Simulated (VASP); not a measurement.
# HfN: phonons from a supercell, part 3 of 3

How does the lattice of HfN vibrate? The start is a cell from a database of measured crystal structures.

VASP 6.6.1; PBEsol; plane waves and PAW (Hf_pv, N).

So far. Step 2 (Relax the host): The run ended after 3 ionic steps, 0.004 eV below its first step, once forces and stress met EDIFFG = -0.02. Step 3 (Tight relaxation): The run ended after 3 ionic steps, 0.000 eV below its first step, once forces and stress met EDIFFG = -0.002.

The database entry behind the starting cell differs from later determinations by our own check (about 0.3 % short), so it need not match the best structure at ambient conditions.

## 4. Force constants in the supercell (continued)

No long-range dipole term. Phonon branches along the path, in cm⁻¹:

| point | branch 1 | branch 2 | branch 3 | branch 4 | branch 5 | branch 6 |
| --- | --- | --- | --- | --- | --- | --- |
| Γ | 0 | 0 | 0 | 517 | 517 | 517 |
| 0.47 of the way | 117 | 117 | 138 | 514 | 514 | 534 |
| X | 131 | 131 | 152 | 480 | 510 | 510 |
| 0.47 of the way | 136 | 140 | 157 | 485 | 507 | 528 |
| W | 139 | 156 | 156 | 497 | 497 | 549 |
| 0.53 of the way | 137 | 151 | 161 | 491 | 510 | 543 |
| K | 134 | 150 | 162 | 490 | 521 | 535 |
| 0.53 of the way | 107 | 129 | 157 | 513 | 531 | 544 |
| Γ | 0 | 0 | 0 | 517 | 517 | 517 |
| 0.47 of the way | 98 | 98 | 154 | 521 | 531 | 531 |
| L | 126 | 126 | 190 | 537 | 556 | 556 |
| 0.47 of the way | 130 | 139 | 180 | 522 | 539 | 551 |
| U | 134 | 150 | 162 | 490 | 521 | 535 |
| 0.47 of the way | 137 | 151 | 161 | 491 | 510 | 543 |
| W | 139 | 156 | 156 | 497 | 497 | 549 |
| 0.47 of the way | 133 | 145 | 173 | 515 | 524 | 552 |
| L | 126 | 126 | 190 | 537 | 556 | 556 |
| 0.53 of the way | 131 | 142 | 177 | 517 | 536 | 550 |
| K | 134 | 150 | 162 | 490 | 521 | 535 |
| jump to U | 134 | 150 | 162 | 490 | 521 | 535 |
| 0.47 of the way | 133 | 139 | 156 | 483 | 513 | 518 |
| X | 131 | 131 | 152 | 480 | 510 | 510 |

The phonon branches as a text plot (rows in cm⁻¹):

```
    545 |   *       ***********       ************************
    521 |******** **    ***  ***********   ******   ***   *******
    498 |      **************                ********       **
    475 |        ***                                          ***
    452 |
    429 |
    406 |
    382 |
    359 |
    336 |
    313 |
    290 |
    266 |
    243 |
    220 |
    197 |                               ****           ***
    174 |                ** *         **    ***     ***   ****
    151 |    ******************      *       *********     ******
    127 |   ********** ******  *       *********** **************
    104 |  **                ****   * *
     81 | **                   *     *
     58 | *                     *  **
     35 |*                       * *
     12 |*                       **
         Γ       X    W  K        Γ      L     U  W     L   K|U X
```

The phonon density of states has structure finer than the step of the table below, so its rows give means over 25 cm⁻¹, whole bins alone (the curve runs from -43.9 to 611 cm⁻¹). Peaks (cm⁻¹: height): 132.8: 0.0918, 159.0: 0.0557, 515.7: 0.0807, 551.7: 0.0530.

Phonon density of states against frequency; means over each step:

| frequency (cm⁻¹) | phonon density of states (states/cm⁻¹/cell) |
| --- | --- |
| 0 | 1.4e-6 |
| 25 | 1.7e-4 |
| 50 | 7.9e-4 |
| 75 | 0.00229 |
| 100 | 0.00703 |
| 125 | 0.0454 |
| 150 | 0.0419 |
| 175 | 0.0204 |
| 200 | 5.8e-4 |
| 225 | 0 |
| 250 | 0 |
| 275 | 0 |
| 300 | 0 |
| 325 | 0 |
| 350 | 0 |
| 375 | 0 |
| 400 | 0 |
| 425 | 0 |
| 450 | 0 |
| 475 | 0.00139 |
| 500 | 0.0257 |
| 525 | 0.0594 |
| 550 | 0.0343 |
| 575 | 0 |

The heat capacity at constant volume by temperature:

| temperature (K) | heat capacity at constant volume (J/K/mol of atoms) |
| --- | --- |
| 0 | 0 |
| 25 | 0.427 |
| 75 | 7.11 |
| 100 | 9.32 |
| 150 | 12.8 |
| 175 | 14.3 |
| 200 | 15.7 |
| 250 | 17.9 |
| 275 | 18.8 |
| 300 | 19.5 |
| 350 | 20.7 |
| 375 | 21.1 |
| 425 | 21.9 |
| 450 | 22.2 |
| 475 | 22.4 |
| 525 | 22.8 |
| 550 | 23.0 |
| 575 | 23.2 |
| 625 | 23.4 |
| 650 | 23.5 |
| 700 | 23.7 |
| 725 | 23.8 |
| 750 | 23.9 |
| 800 | 24.0 |
| 825 | 24.0 |
| 850 | 24.1 |
| 900 | 24.2 |
| 925 | 24.2 |
| 975 | 24.3 |
| 1000 | 24.3 |

Vibrational entropy against temperature:

| temperature (K) | vibrational entropy (J/K/mol of atoms) |
| --- | --- |
| 0 | 0 |
| 25 | 0.0978 |
| 75 | 3.55 |
| 100 | 5.92 |
| 150 | 10.4 |
| 175 | 12.5 |
| 200 | 14.5 |
| 250 | 18.2 |
| 275 | 20.0 |
| 300 | 21.6 |
| 350 | 24.7 |
| 375 | 26.2 |
| 425 | 28.9 |
| 450 | 30.1 |
| 475 | 31.3 |
| 525 | 33.6 |
| 550 | 34.7 |
| 575 | 35.7 |
| 625 | 37.6 |
| 650 | 38.6 |
| 700 | 40.3 |
| 725 | 41.2 |
| 750 | 42.0 |
| 800 | 43.5 |
| 825 | 44.2 |
| 850 | 45.0 |
| 900 | 46.3 |
| 925 | 47.0 |
| 975 | 48.3 |
| 1000 | 48.9 |

## 5. Modes at the zone centre

System of this step: HfN. It takes space group Fm-3m (No. 225, cubic). Conventional cell: a = 4.489 Å, b = 4.489 Å, c = 4.489 Å, α = 90.00°, β = 90.00°, γ = 90.00°. Nearest to Hf lie 6 N at 2.24 Å. Nearest to N lie 6 Hf at 2.24 Å. Farther neighbours and most contacts between anions are not listed.

Contents of INCAR:

```
SYSTEM = HfN
PREC = Accurate
ENCUT = 480
EDIFF = 1E-07
NELM = 120
ISMEAR = 1
SIGMA = 0.2
LREAL = Auto
ALGO = Fast
GGA = PS
NBANDS = 13
LWAVE = .FALSE.
LCHARG = .FALSE.
IBRION = 6
NSW = 1
NFREE = 2
POTIM = 0.015
ISIF = 0
ADDGRID = .TRUE.
```

Contents of POSCAR:

```
HfN
1.0
    0.0000000000      2.2445209864      2.2445209864
    2.2445209864      0.0000000000      2.2445209864
    2.2445209864      2.2445209864      0.0000000000
Hf N
1 1
Direct
    0.0000000000      0.0000000000      0.0000000000
    0.5000000000      0.5000000000      0.5000000000
```

Contents of KPOINTS:

```
Automatic mesh
0
Gamma
9 9 9
0 0 0
```

The projector-augmented-wave data sets are Hf_pv and N (PBE family, release 64).

Command:

```bash
$ mpirun -np 4 vasp_std
```

Log:

```text
[banner, memory and clock lines left out]
running    4 mpi-ranks, on    1 nodes
 distrk:  each k-point on    4 cores,    1 groups
 distr:  one band on    1 cores,    4 groups

 POSCAR found type information on POSCAR HfN
 POSCAR found :  2 types and       2 ions
|                                                                             |
|               ----> ADVICE to this user running VASP <----                  |
|                                                                             |
|     You have a (more or less) 'small supercell' and for smaller cells       |
|     it is recommended to use the reciprocal-space projection scheme!        |
|     The real-space optimization is not efficient for small cells and it     |
|     is also less accurate ...                                               |
|     Therefore, set LREAL=.FALSE. in the INCAR file.                         |
|                                                                             |

 [... a notice as in an earlier step ...]

 LDA part: xc-table for (Slater+PW92), standard interpolation
|                                                                             |
|           W    W    AA    RRRRR   N    N  II  N    N   GGGG   !!!           |
|           W    W   A  A   R    R  NN   N  II  NN   N  G    G  !!!           |
|           W    W  A    A  R    R  N N  N  II  N N  N  G       !!!           |
|           W WW W  AAAAAA  RRRRR   N  N N  II  N  N N  G  GGG   !            |
|           WW  WW  A    A  R   R   N   NN  II  N   NN  G    G                |
|           W    W  A    A  R    R  N    N  II  N    N   GGGG   !!!           |
|                                                                             |
|     The number of bands has been changed from the values supplied in        |
|     The orbitals not found in the WAVECAR file will be initialized with     |
|     random numbers, which is usually adequate. For correlated               |
|     calculations, however, you should redo the groundstate calculation.     |
|     I found NBANDS = 13. Now, NBANDS = 16.                                  |
|                                                                             |

 POSCAR, INCAR and KPOINTS ok, starting setup
 FFT: planning ... GRIDC
 FFT: planning ... GRID_SOFT
 FFT: planning ... GRID
 WAVECAR not read
 entering main loop
       N       E                     dE             d eps       ncg     rms          rms(c)
DAV:   1     0.325012937322E+02    0.32501E+02   -0.72143E+03  1144   0.830E+02
DAV:   2    -0.243117559766E+02   -0.56813E+02   -0.52945E+02  1504   0.209E+02
DAV:   3    -0.257291113383E+02   -0.14174E+01   -0.14153E+01  1248   0.265E+01
DAV:   4    -0.257325240135E+02   -0.34127E-02   -0.34125E-02  1528   0.157E+00
DAV:   5    -0.257325363455E+02   -0.12332E-04   -0.12333E-04  1248   0.798E-02    0.522E+01
RMM:   6    -0.231313567412E+02    0.26012E+01   -0.35325E+00  1120   0.935E+00    0.425E+01
RMM:   7    -0.230276965042E+02    0.10366E+00   -0.22928E-01  1120   0.377E+00    0.246E+01
RMM:   8    -0.230065397443E+02    0.21157E-01   -0.91520E-02  1120   0.195E+00    0.278E+00
RMM:   9    -0.230029905002E+02    0.35492E-02   -0.16919E-02  1120   0.880E-01    0.257E+00
RMM:  10    -0.230022601017E+02    0.73040E-03   -0.11317E-03  1120   0.277E-01    0.381E-01
RMM:  11    -0.230022479421E+02    0.12160E-04   -0.83232E-05  1127   0.603E-02    0.380E-02
RMM:  12    -0.230022486240E+02   -0.68191E-06   -0.10371E-05  1128   0.222E-02    0.846E-02
RMM:  13    -0.230022478458E+02    0.77824E-06   -0.29384E-06  1110   0.104E-02    0.462E-03
RMM:  14    -0.230022479225E+02   -0.76723E-07   -0.43934E-07   894   0.410E-03
   1 F= -.23002248E+02 E0= -.23000882E+02  d E =-.409822E-02
 Found     2 degrees of freedom:
 Finite differences POTIM= 0.01500 DOF=   2
 bond charge predicted
       N       E                     dE             d eps       ncg     rms          rms(c)
DAV:   1    -0.229995033509E+02    0.27445E-02   -0.31830E-01  2616   0.597E+00    0.470E-01
RMM:   2    -0.230007764178E+02   -0.12731E-02   -0.14089E-02  2400   0.880E-01    0.267E-01
RMM:   3    -0.230008625921E+02   -0.86174E-04   -0.78052E-04  2403   0.239E-01    0.728E-02
RMM:   4    -0.230008662541E+02   -0.36620E-05   -0.64517E-05  2446   0.684E-02    0.889E-03
RMM:   5    -0.230008671650E+02   -0.91086E-06   -0.98978E-06  2346   0.263E-02    0.712E-03
RMM:   6    -0.230008672937E+02   -0.12873E-06   -0.14023E-06  2210   0.914E-03    0.269E-03
RMM:   7    -0.230008673105E+02   -0.16788E-07   -0.24643E-07  1877   0.365E-03
   2 F= -.23000867E+02 E0= -.22999487E+02  d E =-.414120E-02
[...]
3 F= -.23000867E+02 E0= -.22999487E+02  d E =-.414119E-02
[...]
4 F= -.23000892E+02 E0= -.22999512E+02  d E =-.414122E-02
 Finite differences progress:
  Degree of freedom:   2/  2
  Displacement:        1/  2
  Total:               3/  4
 bond charge predicted
       N       E                     dE             d eps       ncg     rms          rms(c)
DAV:   1    -0.230012518965E+02   -0.35985E-03   -0.26561E+00  2408   0.909E+00    0.844E-01
RMM:   2    -0.230012842811E+02   -0.32385E-04   -0.14272E-02  2400   0.792E-01    0.498E-01
RMM:   3    -0.230008879704E+02    0.39631E-03   -0.14292E-03  2400   0.240E-01    0.851E-02
RMM:   4    -0.230008935112E+02   -0.55408E-05   -0.87670E-05  2405   0.722E-02    0.401E-02
RMM:   5    -0.230008921913E+02    0.13199E-05   -0.84578E-06  2415   0.227E-02    0.529E-03
RMM:   6    -0.230008921044E+02    0.86888E-07   -0.11340E-06  2308   0.726E-03    0.308E-03
RMM:   7    -0.230008921061E+02   -0.16416E-08   -0.18991E-07  1882   0.280E-03
   5 F= -.23000892E+02 E0= -.22999512E+02  d E =-.414121E-02
 Finite differences progress:
  Degree of freedom:   2/  2
  Displacement:        2/  2
  Total:               4/  4
```

Wall time 30 s (4 MPI ranks of AMD EPYC 7R43, shared host); peak memory 0.57 GiB.

Parts of OUTCAR (step 5):

```text
   k-points           NKPTS =     35   k-points in BZ     NKDIM =     35   number of bands    NBANDS=     16

   NELECT =      15.0000    total number of electrons

 E-fermi :   8.3468

 k-point     1 :       0.0000    0.0000    0.0000
  band No.  band energies     occupation
    ...
      6       5.3616      2.00000
      7       5.3621      2.00000
      8       7.9874      2.02909
      9       7.9917      2.03078
     10       7.9917      2.03078
     11      10.3604     -0.00000
     12      10.3654     -0.00000
     13      10.3696     -0.00000
     14      17.9554      0.00000
     15      20.7127      0.00000
    ...

 POSITION                                       TOTAL-FORCE (eV/Angst)
 -----------------------------------------------------------------------------------
      0.00000      0.00000      0.00000        -0.181988      0.000000      0.000000
      2.22952      2.24452      2.24452         0.181988      0.000000      0.000000
 -----------------------------------------------------------------------------------
    total drift:                               -0.000705     -0.000000     -0.000000

  FREE ENERGIE OF THE ION-ELECTRON SYSTEM (eV)
  ---------------------------------------------------
  free  energy   TOTEN  =       -23.0008921061 eV

  energy  without entropy=      -22.9967508937  energy(sigma->0) =      -22.99951170

   1 f  =   15.112207 THz    94.952795 2PiTHz  504.088954 cm-1    62.499037 meV
             X         Y         Z           dx          dy          dz
      0.000000  0.000000  0.000000     0.000000    0.000000   -0.269751
      2.244521  2.244521  2.244521     0.000000    0.000000    0.962930

   2 f  =   15.112207 THz    94.952795 2PiTHz  504.088954 cm-1    62.499037 meV
             X         Y         Z           dx          dy          dz
      0.000000  0.000000  0.000000     0.042485    0.266385    0.000000
      2.244521  2.244521  2.244521    -0.151658   -0.950912    0.000000

   3 f  =   15.112207 THz    94.952795 2PiTHz  504.088954 cm-1    62.499037 meV
             X         Y         Z           dx          dy          dz
      0.000000  0.000000  0.000000     0.266385   -0.042485   -0.000000
      2.244521  2.244521  2.244521    -0.950912    0.151658   -0.000000

   4 f/i=    0.000871 THz     0.005473 2PiTHz    0.029057 cm-1     0.003603 meV
             X         Y         Z           dx          dy          dz
      0.000000  0.000000  0.000000    -0.014215   -0.958250    0.093751
      2.244521  2.244521  2.244521    -0.003982   -0.268440    0.026263

   5 f/i=    0.000871 THz     0.005473 2PiTHz    0.029057 cm-1     0.003603 meV
             X         Y         Z           dx          dy          dz
      0.000000  0.000000  0.000000     0.962825   -0.014144    0.001425
      2.244521  2.244521  2.244521     0.269722   -0.003962    0.000399

   6 f/i=    0.000871 THz     0.005473 2PiTHz    0.029057 cm-1     0.003603 meV
             X         Y         Z           dx          dy          dz
      0.000000  0.000000  0.000000     0.000041   -0.093762   -0.958354
      2.244521  2.244521  2.244521     0.000012   -0.026266   -0.268470

[... 5 parts as in an earlier step ...]

[... 12 further parts left out ...]
```

CONTCAR:

```
HfN
   1.00000000000000
     0.0000000000000000    2.2445209864000000    2.2445209864000000
     2.2445209864000000    0.0000000000000000    2.2445209864000000
     2.2445209864000000    2.2445209864000000    0.0000000000000000
  Hf              N
     1     1
Direct
     0.0000000000000000    0.0000000000000000    0.0000000000000000
     0.5033414702047537    0.4966585297952463    0.4966585297952463
```

Numbers from this step:

- electrons: 15

Modes at Γ, with each element's share of the kinetic energy:

| mode | frequency (cm⁻¹) | symmetry | Hf % | N % |
| --- | --- | --- | --- | --- |
| 1 | 0.0 | acoustic | 93 | 7 |
| 2 | 0.0 | acoustic | 93 | 7 |
| 3 | 0.0 | acoustic | 93 | 7 |
| 4 | 504.1 | T1u | 7 | 93 |
| 5 | 504.1 | T1u | 7 | 93 |
| 6 | 504.1 | T1u | 7 | 93 |

Displacements in mode 6 (504.1 cm⁻¹), the largest set to 1:
```
Hf1  0.00  0.00 -0.08
N2   0.00  0.00  1.00
```

The highest mode in this list at Γ, 504.1 cm⁻¹, is mostly motion of N (93 % of the kinetic energy).

## 6. Modes at the zone centre, bad settings

Edit INCAR of step 5 so:

```diff
@@ -3,3 +3,3 @@
 ENCUT = 480
-EDIFF = 1E-07
+EDIFF = 0.001
 NELM = 120
```

POSCAR is that of step 5.

KPOINTS is that of step 5.

Command:

```bash
$ mpirun -np 4 vasp_std
```

Log:

```text
[banner, memory and clock lines left out]
running    4 mpi-ranks, on    1 nodes
 distrk:  each k-point on    4 cores,    1 groups
 distr:  one band on    1 cores,    4 groups

 POSCAR found type information on POSCAR HfN
 POSCAR found :  2 types and       2 ions
 [... a notice as in an earlier step ...]

 [... a notice as in an earlier step ...]

 LDA part: xc-table for (Slater+PW92), standard interpolation
 [... a notice as in an earlier step ...]

 POSCAR, INCAR and KPOINTS ok, starting setup
 FFT: planning ... GRIDC
 FFT: planning ... GRID_SOFT
 FFT: planning ... GRID
 WAVECAR not read
 entering main loop
       N       E                     dE             d eps       ncg     rms          rms(c)
[... 4 cycles as in an earlier step ...]
DAV:   5    -0.257325354458E+02   -0.11432E-04   -0.11432E-04   968   0.798E-02    0.522E+01
RMM:   6    -0.231313219889E+02    0.26012E+01   -0.35322E+00  1120   0.936E+00    0.425E+01
RMM:   7    -0.230276908829E+02    0.10363E+00   -0.22936E-01  1120   0.377E+00    0.246E+01
RMM:   8    -0.230065405541E+02    0.21150E-01   -0.91512E-02  1120   0.195E+00    0.278E+00
RMM:   9    -0.230029900478E+02    0.35505E-02   -0.16916E-02  1079   0.880E-01    0.257E+00
RMM:  10    -0.230022603716E+02    0.72968E-03   -0.11297E-03   815   0.275E-01
   1 F= -.23002260E+02 E0= -.23000897E+02  d E =-.409083E-02
 Found     2 degrees of freedom:
 Finite differences POTIM= 0.01500 DOF=   2
 bond charge predicted
       N       E                     dE             d eps       ncg     rms          rms(c)
DAV:   1    -0.229994301283E+02    0.35599E-02   -0.31989E-01  2680   0.597E+00    0.472E-01
RMM:   2    -0.230007716288E+02   -0.13415E-02   -0.14783E-02  2208   0.888E-01    0.269E-01
RMM:   3    -0.230008626943E+02   -0.91066E-04   -0.82405E-04  1388   0.242E-01
   2 F= -.23000863E+02 E0= -.22999482E+02  d E =-.414185E-02
[...]
3 F= -.23000852E+02 E0= -.22999471E+02  d E =-.414269E-02
[...]
4 F= -.23000891E+02 E0= -.22999510E+02  d E =-.414278E-02
 Finite differences progress:
  Degree of freedom:   2/  2
  Displacement:        1/  2
  Total:               3/  4
 bond charge predicted
       N       E                     dE             d eps       ncg     rms          rms(c)
DAV:   1    -0.230012058092E+02   -0.41014E-03   -0.26631E+00  2408   0.911E+00    0.821E-01
RMM:   2    -0.230012731417E+02   -0.67332E-04   -0.14183E-02  2102   0.792E-01    0.488E-01
RMM:   3    -0.230008887819E+02    0.38436E-03   -0.13887E-03  1710   0.234E-01
   5 F= -.23000889E+02 E0= -.22999508E+02  d E =-.414142E-02
 Finite differences progress:
  Degree of freedom:   2/  2
  Displacement:        2/  2
  Total:               4/  4
```

Run time: 17 s. Hardware: 4 MPI ranks; peak memory 0.57 GiB; 65 s of CPU time.

Parts of OUTCAR (step 6):

```text
   NELECT =      15.0000    total number of electrons

 E-fermi :   8.3468

 k-point     1 :       0.0000    0.0000    0.0000
  band No.  band energies     occupation
    ...
      6       5.3623      2.00000
      7       5.3629      2.00000
      8       7.9872      2.02903
      9       7.9915      2.03070
     10       7.9915      2.03070
     11      10.3603     -0.00000
     12      10.3652     -0.00000
     13      10.3698     -0.00000
     14      17.9553      0.00000
     15      20.7120      0.00000
    ...

 POSITION                                       TOTAL-FORCE (eV/Angst)
 -----------------------------------------------------------------------------------
      0.00000      0.00000      0.00000        -0.171038      0.000000      0.000000
      2.22952      2.24452      2.24452         0.171038      0.000000      0.000000
 -----------------------------------------------------------------------------------
    total drift:                               -0.028979      0.000001      0.000001

  FREE ENERGIE OF THE ION-ELECTRON SYSTEM (eV)
  ---------------------------------------------------
  free  energy   TOTEN  =       -23.0008887819 eV

  energy  without entropy=      -22.9967473585  energy(sigma->0) =      -22.99950831

   1 f  =   14.869213 THz    93.426023 2PiTHz  495.983569 cm-1    61.494097 meV
             X         Y         Z           dx          dy          dz
      0.000000  0.000000  0.000000     0.000000    0.277647    0.000000
      2.244521  2.244521  2.244521     0.000000   -0.960683    0.000000

   2 f  =   14.869213 THz    93.426023 2PiTHz  495.983569 cm-1    61.494097 meV
             X         Y         Z           dx          dy          dz
      0.000000  0.000000  0.000000    -0.277647    0.000000    0.000000
      2.244521  2.244521  2.244521     0.960683    0.000000    0.000000

   3 f  =   14.869213 THz    93.426023 2PiTHz  495.983569 cm-1    61.494097 meV
             X         Y         Z           dx          dy          dz
      0.000000  0.000000  0.000000     0.000000    0.000000   -0.277647
      2.244521  2.244521  2.244521     0.000000    0.000000    0.960683

   4 f/i=    0.122924 THz     0.772352 2PiTHz    4.100289 cm-1     0.508371 meV
             X         Y         Z           dx          dy          dz
      0.000000  0.000000  0.000000     0.960683    0.000000    0.000000
      2.244521  2.244521  2.244521     0.277647    0.000000    0.000000

   5 f/i=    0.122924 THz     0.772352 2PiTHz    4.100289 cm-1     0.508371 meV
             X         Y         Z           dx          dy          dz
      0.000000  0.000000  0.000000     0.000000   -0.960683    0.000000
      2.244521  2.244521  2.244521     0.000000   -0.277647    0.000000

   6 f/i=    0.122924 THz     0.772352 2PiTHz    4.100289 cm-1     0.508371 meV
             X         Y         Z           dx          dy          dz
      0.000000  0.000000  0.000000     0.000000    0.000000    0.960683
      2.244521  2.244521  2.244521     0.000000    0.000000    0.277647

[... 10 parts as in an earlier step ...]

[... 8 further parts left out ...]
```

The fault in the input: loose electronic threshold. The run ended without an error.

## 7. Results

```json
{
  "highest frequency": "556 cm⁻¹",
  "lowest frequency": "3.0e-6 cm⁻¹",
  "zero point energy": "61.9 meV/atom",
  "heat capacity 300": "19.5 J/K/mol of atoms",
  "entropy 300": "21.6 J/K/mol of atoms"
}
```

What this shows: The spectrum reaches 556 cm⁻¹, and its lowest point lies at 0 cm⁻¹. No mode is imaginary, so the structure is a local minimum as far as this supercell can tell. Frequencies between the wave vectors that fit the supercell are interpolated.

[Lines on the potential files, build, host, timing and source positions are cut from VASP's logs without a mark.]

[Logs are printed without paths, hosts, clocks, repeated set-up lines and the standing remarks that a program may print on its own settings, such as how far it seeks lower states.]

[Hosts, paths, dates, database ids (printed as entryN), source tags and the programs' standing remarks are cut or masked in the printed files.]

[Runs that stopped without an error message from VASP are left out.]
